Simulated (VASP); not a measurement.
SiC (4h): the mBJ gap over mesh and path against the volume, with shape and ions relaxed at each volume; LDA's own equilibrium is at 10.156 Å³/atom. VASP (PAW), 520 eV cut-off, 9×9×3 Γ-centred mesh, Gaussian smearing of 0.050 eV, potentials Si C. mBJ is a potential without an energy functional, so only the levels count. Fit the value as a straight line in ln V.

```json
[
 {"V (Å³/atom)": "8.937", "mBJ gap over mesh and path (eV)": "3.216"},
 {"V (Å³/atom)": "9.242", "mBJ gap over mesh and path (eV)": "3.209"},
 {"V (Å³/atom)": "9.546", "mBJ gap over mesh and path (eV)": "3.201"},
 {"V (Å³/atom)": "9.851", "mBJ gap over mesh and path (eV)": "3.192"},
 {"V (Å³/atom)": "10.156", "mBJ gap over mesh and path (eV)": "3.182"},
 {"V (Å³/atom)": "10.46", "mBJ gap over mesh and path (eV)": "3.169"}
]
```

Question: Fit the rows as the text says and predict the value at 10.765.

Answer: The slope against ln V is -0.29 eV, the volume deformation potential of this gap. The line misses the rows by up to 0.003 and gives 3.164 at 10.765. The run gave 3.157, -0.007 from the line.

Left out are failed runs and those whose mesh is unfit for this quantity.

The compound is SiC in the 4h structure.
